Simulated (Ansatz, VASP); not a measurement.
**WAu (W-Au-Au-W stack, (111) layers) in two plane-wave programs**

One calculation is typed for both programs; each brings its own data sets. How far apart do they land? Of the first pair: The structure shown is the start of the Ansatz relaxation below; VASP solves that cell, so the two are compared at the walk's first step.

Method: plane waves, with VASP 6.6.1 beside it; PBEsol, in Ansatz 0.2.0.

## (1) The starting structure

The cell holds 4 atoms: 2 W and 2 Au. Its edges and angles: a = 2.885 Å, b = 2.885 Å, c = 37.934 Å, α = 90.0°, β = 90.0°, γ = 120.0°. It derives from WAu. Vacuum lies along c. The height across the vacuum is the one that the program set for its solve, not the one typed.

## (2) Ansatz: relaxation, PBEsol

Ansatz runs on its PAW soft_1 files.

The two programs are compared at the cell with which this relaxation starts, whose forces are those of its first step.

input.yaml reads:

```yaml
crystal:
  lattice:
    - [2.885, 0.0, 0.0]
    - [-1.4425, 2.49848, 0.0]
    - [0.0, 0.0, 18.06677]
  atoms:
    - { symbol: W, position: [0.0, 0.0, 0.30442635] }
    - { symbol: Au, position: [0.33333333, 0.66666667, 0.43480878] }
    - { symbol: Au, position: [0.66666667, 0.33333333, 0.56519122] }
    - { symbol: W, position: [0.0, 0.0, 0.69557365] }
  periodic: [true, true, false]
kpoints:
  mp_grid: { grid: [9, 9, 1] }
hamiltonian:
  xc: pbesol
  pseudopotentials: { kind: paw, azcp: { folder: soft_1 }, xc_functional: pbe }
scf:
  occupations: { method: gaussian, width: 0.1 }
output:
  forces: true
  stress: true
  eigenvalues: true
relax:
  adjacent_minimum: "off"
  f_tol: 0.05
  max_steps: 80
  cell: { stress_2d_tol: 0.02 }
```

Run with:

```console
> ansatz run input.yaml --threads 4 --pin off --max-ram 12288MiB --backend cpu --events-out ev --progress --plain --runs-dir out
```

Numbers of over 12 decimals in the logs are rounded to 6 here.

The program printed:

```text
Warning: crystal.periodic: the lattice vector that does not repeat stood 0.000° off the slab's normal, 18.067 Å along it as the deck builds it. The run solves the slab on a vector along the normal, 37.934 Å long, with every atom where it was (on the deck's vector they left 11.00 Å outside them, and the widest stretch free of ions among them is 2.36 Å). A fractional position that the run reports is one of the run's ce [...]
The last accepted step is kept in <dir> (removed where the run ends without a failure and the disk answers)
crystal.periodic: the lattice vector that does not repeat stood 0.000° off the slab's normal, 18.067 Å along it as the deck builds it. The run solves the slab on a vector along the normal, 37.934 Å long, with every atom where it was (on the deck's vector they left 11.00 Å outside them, and the widest stretch free of ions among them is 2.36 Å). A fractional position that the run reports is one of the run's cell, which [...]
Engine: ansatz 0.2.0, aarch64-unknown-linux-gnu
Pseudopotentials: kind: paw
Pseudopotential: W, paw, valence charge 14, recommended cutoff 420 eV (normal), soft_1/W.paw.azcp
Pseudopotential: Au, paw, valence charge 19, recommended cutoff 420 eV (normal), soft_1/Au.paw.azcp
Functional definition: PBEsol
  exchange = pbesol_x
  correlation = pbesol_c
Crystal: 4 atoms, lattice volume = 273.429 Å³
Basis set: ecut = 420 eV, 5347 PW (Γ), exchange–correlation on 40×40×512 points (8 copies of the dense FFT grid, shifted against one another)
Bands: 40, of which v1, the nominal top of the filled ones, is band 33 counted from 1 (32 counted from 0)
Symmetry: 12 space group operations
Space group: P-3m1 (ITA 164), of the structure as read, at distance tolerance 6.5e-5 Å
k-points: 12 of 81
Non-local potential: W, projectors of the file, l = 0: 3, l = 1: 2, l = 2: 2, l = 3: 1
Non-local potential: Au, projectors of the file, l = 0: 3, l = 1: 2, l = 2: 2, l = 3: 1
PAW form: soft (Blöchl's): semilocal exchange-correlation on the pseudo side does not see the compensation charge
PAW frozen core: W, regenerated for the run's functional, and the local potential with it (the file was generated under x = pbe(κ = 0.804, μ = 0.219515), c = pbe(β = 0.066725))
PAW frozen core: Au, regenerated for the run's functional, and the local potential with it (the file was generated under x = pbe(κ = 0.804, μ = 0.219515), c = pbe(β = 0.066725))
PAW one-centre angular grid: W, 590 points (default); XC on 64 Gauss nodes
PAW one-centre angular grid: Au, 590 points (default); XC on 64 Gauss nodes
Initial density: superposition of atomic densities (neutral atoms: chi_scale 0, normalization atom)
Initial wavefunctions: pseudopotential atomic-orbital guess
Functional: x = pbesol(κ = 0.804, μ = 0.123457), c = pbesol(β = 0.046)
[...]
SCF iter   5: F=—  HF=-46528.725701 eV  |F-HF|=—  |Δ(HF+E_count)|=   2.33e-4  Δρ=3.34e-5  dr2=4.34e-6  ethr=1.09e-7  ⟨swp⟩=3.8  Hψ=950  notcnv=0
SCF iter   6: F=—  HF=-46528.725702 eV  |F-HF|=—  |Δ(HF+E_count)|=   8.54e-8  Δρ=1.01e-5  dr2=4.96e-7  ethr=6.58e-9  ⟨swp⟩=3.8  Hψ=1060  notcnv=0
SCF iter   7: F=-46528.725702 eV  HF=-46528.725702 eV  |F-HF|=8.27e-8  |Δ(HF+E_count)|=   4.49e-7  Δρ=3.43e-6  dr2=4.12e-8  ethr=6.06e-10  ⟨swp⟩=19.3  Hψ=2865  notcnv=0
SCF 5 converged in 7 iterations: F = -46528.725702 eV  dr2 = 4.12e-8
relax step   5: F+E_penalty+E_count = -46528.72570206 eV  Δ(F+E_penalty+E_count) = -2.505e-3 eV  max|allowed force component| = 1.297e-2 eV/Å  Δτ_max = 0.0246 Å  P = -0.146 N/m  Ω = 247.260 Å³  energy of the carried Pulay correction = +2.192e-3 eV  fix = [c, alpha, beta]  reactions: c -0.000 N/m  (7 SCF iters, dr2 threshold 4.00e-7 eV, accepted)
[...]
relax step   6: F+E_penalty+E_count = -46528.72577947 eV  Δ(F+E_penalty+E_count) = -7.741e-5 eV  max|allowed force component| = 9.515e-4 eV/Å  Δτ_max = 0.0037 Å  P = -0.002 N/m  Ω = 247.072 Å³  energy of the carried Pulay correction = +2.209e-3 eV  fix = [c, alpha, beta]  reactions: c -0.000 N/m  (6 SCF iters, dr2 threshold 1.83e-8 eV, accepted)
[...]
relax step   7: F+E_penalty+E_count = -46528.72367153 eV  Δ(F+E_penalty+E_count) = +2.108e-3 eV  max|allowed force component| = 7.966e-4 eV/Å  Δτ_max = 0.0000 Å  P = -0.008 N/m  Ω = 247.072 Å³  fix = [c, alpha, beta]  reactions: c -0.000 N/m  stress off target by 7.79e-3 N/m on what of the cell is left free  SCF on the basis re-selected at this cell (its energy is not comparable with the rows above)  (10 SCF iters)
basis re-selected at this cell: Δ(F+E_penalty+E_count) = +2.108e-3 eV, ΔP = -0.005 N/m vs the last step (what re-selecting the basis moved, of the pressure what is left beyond the Pulay correction that the steps carried, after the strain that the cell walked since its last selection, with what the two solves' SCF thresholds leave and, on support functions, any second-order correction that the steps lacked; it is no m [...]
SCF converged after 10 iterations
Free energy (F): -46528.723672 eV
Harris-Foulkes:  -46528.723672 eV  (|F-HF|=8.73e-11)
Internal energy: -46528.700110 eV  (E = F + TS)
E sigma→0 (E₀):  -46528.711891 eV
Entropy (-TS):   -0.023561 eV (-5.890 meV/atom)
Fermi energy:    -5.820741 eV
--- Per-component energies (eV) ---
  E_band       = -2396.443378
  E_kinetic    = 1995.989180
  E_local      = -396321.342130  (includes V_loc(G=0)·N_el)
  E_nonlocal   = 156.887329
  E_hartree    = 196938.136299
  E_xc         = -957.839443
  E_vxc        = -981.590033  (∫ρ·V_xc dr)
  E_paw        = -36081.561842  (= ΣΔE_a)
  E_vpaw       = -1122.663722  (= ΣTr[D̂ρ^β])
  E_aug_tail   = 0.003408  (compensation charges beyond the density's cutoff)
  E_ewald      = 187739.964320
  E_core_change = 1.062769  (= ΣΔE_core)
  E_smearing   = -0.023561  (= −TS)
  E_closure    = 0.000000  (closes the sum)
  Σ components = -46528.723672   (vs F -46528.723672, Δ=0.00e0)
--- Forces (eV/Å), atoms counted from 1 ---
  atom   1  W      0.00000000    -0.00000000    -0.00033719
  atom   2  Au    -0.00000000     0.00000000    -0.00079664
  atom   3  Au     0.00000000    -0.00000000     0.00079664
  atom   4  W     -0.00000000     0.00000000     0.00033719
  max |Σ_I F_I| component: 4.63e-18 eV/Å
--- 2D stress c σ (N/m, compression-positive) ---
       -0.007788       0.000000      -0.000000
        0.000000      -0.007788       0.000000
       -0.000000       0.000000      -0.000000
  P = ½ c Tr σ = -0.0078 N/m
--- Band table (eV; the first three rows and the last of 12) ---
  k-point 0: bands = [... 29 lower, -9.0484, -8.2710, -6.4624, -6.0141, -5.9790, -5.9790, -5.9694, -5.9694, ... 3 higher]
  k-point 1: bands = [... 29 lower, -9.0709, -7.3439, -6.5307, -6.4241, -6.3876, -6.1882, -5.4946, -5.4828, ... 3 higher]
  k-point 2: bands = [... 29 lower, -8.9534, -7.0984, -7.0256, -6.8929, -6.3618, -5.8257, -4.1007, -4.0884, ... 3 higher]
  k-point 11: bands = [... 29 lower, -6.8187, -6.7689, -6.7689, -6.4932, -6.4932, -4.5644, -4.2521, -1.9089, ... 3 higher]
--- Relaxed structure (6 steps of the walk, 6 accepted, 1 SCFs on fresh bases) ---
  F+E_penalty+E_count = -46528.72367153 eV   max|allowed force component| = 7.966e-4 eV/Å   (the final SCF, on the basis selected at the relaxed cell)
  cell:  # Å, volume = 247.0715 Å³
    - [2.742422, 0.0, 0]
    - [-1.371211, 2.375007, 0]
    - [0, 0, 37.933537]
  atoms:
    - { symbol: W, position: [-5.445245720402443e-18, 0, 0.141760] }
    - { symbol: Au, position: [0.333333, 0.666667, 0.204260] }
    - { symbol: Au, position: [0.666667, 0.333333, 0.272015] }
    - { symbol: W, position: [5.445245720402445e-18, 0, 0.334514] }
```

## (3) VASP: single point, PBEsol, start cell, pair 1

The same cell, functional, mesh and smearing now go to VASP, with its own data sets.

Lines of VASP's logs that name or quote its potential files are left out, and so is its time.

INCAR reads:

```
SYSTEM = WAu
PREC = Accurate
ENCUT = 520
EDIFF = 1E-06
NELM = 120
ISMEAR = 0
SIGMA = 0.1
LREAL = .FALSE.
ALGO = Normal
GGA = PS
NBANDS = 23
LASPH = .TRUE.
LORBIT = 11
LWAVE = .FALSE.
LCHARG = .FALSE.
ISIF = 2
LDIPOL = .TRUE.
IDIPOL = 3
DIPOL = 0.5 0.5 0.238
LVHAR = .TRUE.
GGA_COMPAT = .FALSE.
NELMDL = -8
KPAR = 2
```

POSCAR reads:

```
WAu
1.0
    2.8849980000      0.0000000000      0.0000000000
   -1.4424990000      2.4984820000      0.0000000000
    0.0000000000      0.0000000000     37.9335370000
W Au
2 2
Direct
    0.0000000000      0.0000000000      0.1449904606
    0.0000000000      0.0000000000      0.3312838716
    0.3333331999      0.6666663998      0.2070882554
    0.6666666000      0.3333331999      0.2691860767
```

KPOINTS reads:

```
Automatic mesh
0
Gamma
9 9 1
0 0 0
```

Potentials, in the order of the species: W and Au (PBE family, release 64).

Run with:

```console
> mpirun -np 2 vasp_std
```

The program printed:

```text
[banner, memory and clock lines left out]
running    2 mpi-ranks, on    1 nodes
 distrk:  each k-point on    1 cores,    2 groups
 distr:  one band on    1 cores,    1 groups

 POSCAR found type information on POSCAR W Au
 POSCAR found :  2 types and       4 ions
|                                                                             |
|               ----> ADVICE to this user running VASP <----                  |
|                                                                             |
|     You enforced a specific xc type in the INCAR file but a different       |
|     [... a line on the potential file left out ...]
|     I HOPE YOU KNOW WHAT YOU ARE DOING!                                     |
|                                                                             |

 LDA part: xc-table for (Slater+PW92), standard interpolation
 POSCAR, INCAR and KPOINTS ok, starting setup
 FFT: planning ... GRIDC
 FFT: planning ... GRID_SOFT
 FFT: planning ... GRID
 WAVECAR not read
 entering main loop
       N       E                     dE             d eps       ncg     rms          rms(c)
DAV:   1     0.212000299149E+03    0.21200E+03   -0.12548E+04   552   0.114E+03
DAV:   2    -0.186871067521E+02   -0.23069E+03   -0.22151E+03   844   0.226E+02
DAV:   3    -0.338462220005E+02   -0.15159E+02   -0.14562E+02   699   0.606E+01
DAV:   4    -0.342855287030E+02   -0.43931E+00   -0.42533E+00   776   0.107E+01
DAV:   5    -0.342938670699E+02   -0.83384E-02   -0.83285E-02   788   0.136E+00
DAV:   6    -0.342941374215E+02   -0.27035E-03   -0.27030E-03   844   0.209E-01
DAV:   7    -0.342941450214E+02   -0.75999E-05   -0.75993E-05   765   0.292E-02
DAV:   8    -0.342941453603E+02   -0.33891E-06   -0.33905E-06   714   0.531E-03    0.237E+01
DAV:   9    -0.324011578768E+02    0.18930E+01   -0.15115E+01   674   0.358E+01    0.187E+01
DAV:  10    -0.316828630615E+02    0.71829E+00   -0.73517E+00   698   0.246E+01    0.441E+00
DAV:  11    -0.310490270655E+02    0.63384E+00   -0.50571E+00   692   0.223E+01    0.528E+00
DAV:  12    -0.308288034485E+02    0.22022E+00   -0.69954E-01   693   0.763E+00    0.957E-01
DAV:  13    -0.308303917581E+02   -0.15883E-02   -0.74231E-02   689   0.178E+00    0.317E-01
DAV:  14    -0.308299481139E+02    0.44364E-03   -0.59231E-03   724   0.594E-01    0.271E-01
[...]
DAV:  19    -0.308297534233E+02   -0.17210E-04   -0.38986E-06   574   0.910E-03    0.478E-03
DAV:  20    -0.308297769286E+02   -0.23505E-04   -0.42214E-06   503   0.914E-03    0.201E-03
DAV:  21    -0.308297929527E+02   -0.16024E-04   -0.11167E-06   440   0.395E-03    0.158E-03
DAV:  22    -0.308298034635E+02   -0.10511E-04   -0.46476E-07   376   0.322E-03    0.162E-03
DAV:  23    -0.308298068929E+02   -0.34294E-05   -0.70134E-08   353   0.135E-03    0.597E-04
DAV:  24    -0.308298112011E+02   -0.43082E-05   -0.19618E-07   369   0.166E-03    0.697E-04
DAV:  25    -0.308298122111E+02   -0.10100E-05   -0.36779E-08   339   0.671E-04    0.226E-04
DAV:  26    -0.308298132059E+02   -0.99480E-06   -0.22755E-08   325   0.502E-04
   1 F= -.30829813E+02 E0= -.30815942E+02  d E =-.277430E-01
```

OUTCAR, selected parts (step 3):

```text
ion  position               nearest neighbor table
   1  0.000  0.000  0.145-   3 2.88   3 2.88   3 2.88
   2  0.000  0.000  0.331-   4 2.88   4 2.88   4 2.88
   3  0.333  0.667  0.207-   1 2.88   1 2.88   1 2.88   4 2.88   4 2.88   4 2.88
   4  0.667  0.333  0.269-   2 2.88   2 2.88   2 2.88   3 2.88   3 2.88   3 2.88

  LATTYP: Found a hexagonal cell.
 ALAT       =     2.8849980000
 C/A-ratio  =    13.1485488032

 Subroutine GETGRP returns: Found 12 space group operations
 (whereof  6 operations were pure point group operations)

The static configuration has the point symmetry C_3v.
 The point group associated with its full space group is D_3d.

 Found     12 irreducible k-points:

   k-points           NKPTS =     12   k-points in BZ     NKDIM =     12   number of bands    NBANDS=     23

   dimension x,y,z NGX =    24 NGY =   24 NGZ =  288
   dimension x,y,z NGXF=    48 NGYF=   48 NGZF=  576

   ENCUT  =  520.0 eV  38.22 Ry    6.18 a.u.   5.36  5.36 70.53*2*pi/ulx,y,z

   NELECT =      34.0000    total number of electrons

 k-points in reciprocal lattice and weights: Automatic mesh
   0.00000000  0.00000000  0.00000000       0.012
   0.11111111 -0.00000000  0.00000000       0.074
   0.22222222 -0.00000000  0.00000000       0.074
   0.33333333 -0.00000000  0.00000000       0.074
   0.44444444 -0.00000000  0.00000000       0.074
   0.11111111  0.11111111  0.00000000       0.074
   0.22222222  0.11111111  0.00000000       0.148
   0.33333333  0.11111111  0.00000000       0.148
   0.44444444  0.11111111  0.00000000       0.074
   0.22222222  0.22222222  0.00000000       0.074
   0.33333333  0.22222222  0.00000000       0.148
   0.33333333  0.33333333  0.00000000       0.025

 dipolmoment           0.000000      0.000000      0.000001 electrons x Angstroem

 average (electrostatic) potential at core
       1 -47.8107       2 -47.8107       3 -75.9654       4 -75.9654

 E-fermi :  -2.2647

 k-point     1 :       0.0000    0.0000    0.0000
  band No.  band energies     occupation
    ...
     16      -2.5837      1.99999
     17      -2.2524      0.86273
     18      -2.2524      0.86269
     19      -2.2366      0.69140
     20      -2.2366      0.69136
     21      -2.0376      0.00132
     22       0.3264      0.00000
     23       0.3267      0.00000

 k-point     2 :       0.1111   -0.0000    0.0000
  band No.  band energies     occupation
    ...
     15      -3.2921      2.00000
     16      -2.6855      2.00000
     17      -2.5855      1.99999
     18      -2.5552      1.99996
     19      -2.3040      1.42216
     20      -1.8600      0.00000
     21      -1.8398      0.00000
     22       0.2169      0.00000
     23       0.2696      0.00000

 k-point     3 :       0.2222   -0.0000    0.0000
  band No.  band energies     occupation
    ...
     14      -4.8059      2.00000
     15      -3.2057      2.00000
     16      -3.1319      2.00000
     17      -2.9769      2.00000
     18      -2.5441      1.99992
     19      -2.0047      0.00024
     20      -0.7317      0.00000
     21      -0.7108      0.00000
     22      -0.0523      0.00000
     23       0.0157      0.00000

  Total      -10.4064957    -10.4064994     -3.1183565     -0.0000000      0.0000000      0.0000000
  in kB      -60.9775558    -60.9775774    -18.2722176     -0.0000000      0.0000000      0.0000000
  external PRESSURE =     -46.7424503 kB  Pullay stress =       0.0000000 kB

  energy-cutoff  :      520.00
  volume of cell :      273.43
      direct lattice vectors                 reciprocal lattice vectors
     2.884998000  0.000000000  0.000000000     0.346620691  0.200121514  0.000000000
    -1.442499000  2.498482000  0.000000000     0.000000000  0.400243028  0.000000000
     0.000000000  0.000000000 37.933537000     0.000000000  0.000000000  0.026361897

 POSITION                                       TOTAL-FORCE (eV/Angst)
 -----------------------------------------------------------------------------------
      0.00000      0.00000      5.50000        -0.000000     -0.000000      0.736805
      0.00000      0.00000     12.56677        -0.000000      0.000000     -0.736805
     -0.00000      1.66565      7.85559        -0.000000      0.000000     -0.904394
      1.44250      0.83283     10.21118         0.000000     -0.000000      0.904394
 -----------------------------------------------------------------------------------
    total drift:                               -0.000000      0.000288     -0.000019

  FREE ENERGIE OF THE ION-ELECTRON SYSTEM (eV)
  ---------------------------------------------------
  free  energy   TOTEN  =       -30.8298132059 eV

  energy  without entropy=      -30.8020702014  energy(sigma->0) =      -30.81594170

 vacuum level on the upper side and lower side of the slab         3.501         3.501

 total charge
# of ion       s       p       d       tot
------------------------------------------
    1        0.614   0.452   3.841   4.906
    2        0.614   0.452   3.841   4.906
    3        0.587   0.433   8.678   9.698
    4        0.587   0.433   8.678   9.698
--------------------------------------------------
tot          2.401   1.770  25.038  29.210

[... 3 further parts left out ...]
```

The run ends at a pressure of -4.67 GPa, with forces up to 0.90 eV/Å.

## (4) Comparison

Known differences besides the potentials themselves: Ansatz cuts the interaction across the vacuum, VASP repeats the sheet with a dipole correction (LDIPOL); the data sets hold 66 valence electrons in Ansatz (on its PAW soft_1 files) and 34 in VASP; the cutoff is 420 eV in Ansatz and 520 eV in VASP; Ansatz makes its cores anew for this functional, VASP keeps those of its PBE data sets. Total energies have different zeros and are not compared.

Forces (eV/Å; atoms numbered as in POSCAR):

```
atom        Ansatz x, y, z          VASP x, y, z
  W1   0.000, 0.000, 0.676   0.000, 0.000, 0.737
  W2  0.000, 0.000, -0.676  0.000, 0.000, -0.737
 Au3  0.000, 0.000, -0.865  0.000, 0.000, -0.904
 Au4   0.000, 0.000, 0.865   0.000, 0.000, 0.904
```

The forces differ by 30 meV/Å r.m.s., which is 6.2 % of the r.m.s. force of 0.476 eV/Å (both taken over all components). Where the cell holds vacuum, a pressure given here is an average over it and none of the material.

## (5) Ansatz: relaxation, PBEsol

This run makes the geometry at which the two programs are then compared.

The structure compared here is the end of the Ansatz relaxation.

This is the run of step 2 again, met here at its other cell.

(Continued in part 2 of 2.)

[Lines on the potential files, build, host, timing and source positions are cut from VASP's logs without a mark.]

[Logs are printed without paths, hosts, clocks, repeated set-up lines and the standing remarks that a program may print on its own settings, such as how far it seeks lower states.]

[Hosts, paths, dates, database ids (printed as entryN), source tags and the programs' standing remarks are cut or masked in the printed files.]
